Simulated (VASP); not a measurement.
Calculation: AM05 GGA, VASP's PBE PAW potentials (set 64) (plane waves; VASP 6.6.1).

The input files of a VASP run:

### POSCAR
```
As
1
    3.5513637765    -1.8907111205    -0.0462878235
    3.5513637765     1.8907111205    -0.0462878235
    2.5855523401     0.0000000000     3.0828612087
As
2
Direct
  0.2300609579   0.2300609579   0.2300609579
  0.7699390421   0.7699390421   0.7699390421
```

INCAR:
```
SYSTEM = As
PREC = Accurate; ENCUT = 520; LREAL = .False.
LASPH = .True.
EDIFF = 1E-7; NELM = 100; ALGO = Normal
LMAXMIX = 4
ISMEAR = -5
GGA = AM
ISIF = 2
LWAVE = .False.; LCHARG = .True.; LORBIT = 11
NEDOS = 601
```

**KPOINTS**
```
Automatic mesh
0
gamma
 13 13 13
```

POTCAR, in this order: As (PBE.64 set). Program: vasp_std.

Problem. Predict the energy per atom (σ→0), band gap (on the k-mesh).

Solution. 
```json
{
 "energy per atom (σ→0)": "-4.840 eV/atom",
 "band gap (on the k-mesh)": "none (metal, semimetal or under 0.01 eV)"
}
```

**OSZICAR**
```
...
DAV:   6    -0.968712975172E+01    0.14898E-01   -0.44107E-03  4504   0.537E-01    0.200E+00
DAV:   7    -0.967916161131E+01    0.79681E-02   -0.10435E-02  4331   0.842E-01    0.718E-02
DAV:   8    -0.967931982699E+01   -0.15822E-03   -0.27419E-04  4491   0.126E-01    0.259E-02
DAV:   9    -0.967936886790E+01   -0.49041E-04   -0.64429E-05  4537   0.654E-02    0.824E-03
DAV:  10    -0.967936823585E+01    0.63205E-06   -0.46891E-06  5160   0.154E-02    0.249E-03
DAV:  11    -0.967936840540E+01   -0.16955E-06   -0.71072E-07  4386   0.704E-03    0.947E-04
DAV:  12    -0.967936846523E+01   -0.59830E-07   -0.50248E-08  2561   0.185E-03
   1 F= -.96793685E+01 E0= -.96793685E+01  d E =0.000000E+00
```

The compound is As in the a7 structure. It was relaxed first.
